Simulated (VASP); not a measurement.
```
CELL_PARAMETERS angstrom
      0.00000     2.58464     2.58464
      2.58464     0.00000     2.58464
      2.58464     2.58464     0.00000
ATOMIC_POSITIONS crystal
  Sr 0.00000 0.00000 0.00000
  O  0.50000 0.50000 0.50000
```

Level of theory: r2SCAN meta-GGA, VASP's PBE PAW potentials (set 64) (plane waves; VASP 6.6.1). Numerical set-up: 520 eV cut-off, 10×10×10 Γ-centred mesh, tetrahedra with Blöchl corrections, potentials Sr_sv O.

Problem. Predict the energy per atom (σ→0), band gap (over mesh and band path) with the smallest direct gap where there is one.

Solution. 
```json
{
  "band gap (over mesh and band path)": "3.75 eV",
  "smallest direct gap (over mesh and band path)": "3.85 eV",
  "energy per atom (σ→0)": "-13.528 eV/atom"
}
```

Only differences to runs with the same potentials and settings are physical.

The compound is SrO in the rock salt structure. It was relaxed first.
